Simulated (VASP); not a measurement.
# LiNbO₃ (space group R3c): computed properties

These are r2SCAN meta-GGA, VASP's PBE PAW potentials (set 64) (plane waves; VASP) values and carry that method's errors.

| Quantity | Value |
|---|---|
| space group | R3c (161) |
| cell | a = b = 5.1344 Å, c = 13.8890 Å, α = β = 90.00°, γ = 120.00° |
| volume per atom | 10.57 Å^3/atom |
| band gap (over mesh and band path) | 3.98 eV |
| smallest direct gap (over mesh and band path) | 4.05 eV |
| band-edge character | indirect, Γ-T at 0.29 to S2-F at 0.14 |
| density | 4.65 g/cm³ |

LiNbO3 is modelled in the trigonal space group R3c, hexagonal axes (No. 161), Pearson symbol hR10. Conventional cell: a = 5.1344 Å, b = 5.1344 Å, c = 13.8890 Å, α = 90.00°, β = 90.00°, γ = 120.00°. Li on 6a is surrounded by 3 O at 2.045 Å and 3 O at 2.242 Å. Nb on 6a is surrounded by 3 O at 1.880 Å and 3 O at 2.135 Å (octahedral). O on 18b is surrounded by 1 Nb at 1.880 Å and 1 Nb at 2.135 Å and 1 Li at 2.045 Å and 1 Li at 2.242 Å. (Neighbours: up to the widest gap in distance over summed covalent radii, below 1.35, at either atom; cation-cation and far metal-metal contacts left out.)
(The calculation used a cell of 10 atoms; values per cell refer to that cell.)

The structure comes from a measured LiNbO3 entry (R3c) of the Crystallography Open Database, whose conditions weren't checked. It was relaxed first. Symmetry was kept, so distortions that lower it aren't found.
